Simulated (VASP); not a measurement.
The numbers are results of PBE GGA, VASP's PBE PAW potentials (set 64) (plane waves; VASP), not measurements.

Input for VASP

POSCAR:
```
Pt
1.0
  0.0000000000   1.9833616793   1.9833616793
  1.9833616793   0.0000000000   1.9833616793
  1.9833616793   1.9833616793   0.0000000000
Pt
1
Cartesian
  0.0000000000   0.0000000000   0.0000000000
```

File KPOINTS:
```
Automatic mesh
0
G
  18 18 18
0 0 0
```

**INCAR**
```
SYSTEM = Pt
PREC = Normal; ENCUT = 400; LREAL = F
LASPH = T
EDIFF = 1E-5; NELM = 100; NELMIN = 4
ALGO = Fast; LMAXMIX = 6
ISMEAR = 1; SIGMA = 0.1
GGA = PE
IBRION = 2; NSW = 20; ISIF = 2
EDIFFG = -0.03
LWAVE = F; LCHARG = F
```

POTCAR, in this order: Pt (PBE.64 set). Program: vasp_std.

Output

OUTCAR:
```
 ion  position               nearest neighbor table
   1  0.000  0.000  0.000-
  LATTYP: Found a face centered cubic cell.
 ALAT       =     3.9667233586
 Subroutine PRICEL returns:
 Original cell was already a primitive cell.
 Subroutine GETGRP returns: Found 48 space group operations
The static configuration has the point symmetry O_h .
The dynamic configuration has the point symmetry O_h .
 Subroutine INISYM returns: Found 48 space group operations
 Subroutine IBZKPT returns following result:
 Found    195 irreducible k-points:

 Following reciprocal coordinates:
            Coordinates               Weight
  0.000000  0.000000  0.000000      1.000000
  0.055556  0.000000  0.000000      8.000000
  0.111111  0.000000  0.000000      8.000000
  0.166667  0.000000  0.000000      8.000000
  0.222222  0.000000  0.000000      8.000000
  0.277778  0.000000  0.000000      8.000000
  0.333333  0.000000  0.000000      8.000000
  0.388889  0.000000  0.000000      8.000000
  0.444444  0.000000  0.000000      8.000000
  0.500000  0.000000  0.000000      4.000000
...
```

File OSZICAR:
```
       N       E                     dE             d eps       ncg     rms          rms(c)
DAV:   1     0.251596951294E+02    0.25160E+02   -0.47077E+03  4022   0.812E+02
DAV:   2    -0.621398660047E+01   -0.31374E+02   -0.29830E+02  3692   0.157E+02
DAV:   3    -0.647587862982E+01   -0.26189E+00   -0.26010E+00  4263   0.143E+01
DAV:   4    -0.647666220913E+01   -0.78358E-03   -0.78356E-03  3968   0.816E-01
DAV:   5    -0.647666787830E+01   -0.56692E-05   -0.56692E-05  3979   0.637E-02    0.117E+01
RMM:   6    -0.613261853652E+01    0.34405E+00   -0.46833E-01  3510   0.691E+00    0.619E+00
RMM:   7    -0.609743896241E+01    0.35180E-01   -0.90136E-02  3510   0.319E+00    0.248E+00
RMM:   8    -0.609465477762E+01    0.27842E-02   -0.12220E-02  3510   0.111E+00    0.683E-01
RMM:   9    -0.609408039428E+01    0.57438E-03   -0.15306E-03  3510   0.398E-01    0.378E-02
RMM:  10    -0.609410016737E+01   -0.19773E-04   -0.17346E-04  3428   0.117E-01    0.297E-02
RMM:  11    -0.609410065967E+01   -0.49230E-06   -0.15288E-05  2598   0.349E-02
   1 F= -.60941007E+01 E0= -.60938497E+01  d E =-.609410E+01
```

**OUTCAR**
```
------------------------ aborting loop because EDIFF is reached ----------------------------------------
  FORCE on cell =-STRESS in cart. coord.  units (eV):
  Direction    XX          YY          ZZ          XY          YZ          ZX
  --------------------------------------------------------------------------------------
  Total        0.0166014      0.0166014      0.0166014      0.0000000      0.0000000     -0.0000000
  in kB        1.7045935      1.7045935      1.7045935      0.0000000      0.0000000     -0.0000000
  external PRESSURE =       1.7045935 kB  Pullay stress =       0.0000000 kB
  volume of cell :       15.60
      direct lattice vectors                 reciprocal lattice vectors
     0.000000000  1.983361679  1.983361679    -0.252097237  0.252097237  0.252097237
     1.983361679  0.000000000  1.983361679     0.252097237 -0.252097237  0.252097237
     1.983361679  1.983361679  0.000000000     0.252097237  0.252097237 -0.252097237
 POSITION                                       TOTAL-FORCE (eV/Angst)
 -----------------------------------------------------------------------------------
      0.00000      0.00000      0.00000         0.000000      0.000000     -0.000000
 -----------------------------------------------------------------------------------
    total drift:                               -0.000000     -0.000000     -0.000000
  FREE ENERGIE OF THE ION-ELECTRON SYSTEM (eV)
  ---------------------------------------------------
  free  energy   TOTEN  =        -6.0941006597 eV

  energy  without entropy=       -6.0933476345  energy(sigma->0) =       -6.09384965

 reached required accuracy - stopping structural energy minimisation
```
(Selected blocks of OUTCAR.)

The compound is Pt in the fcc structure. It was relaxed first.
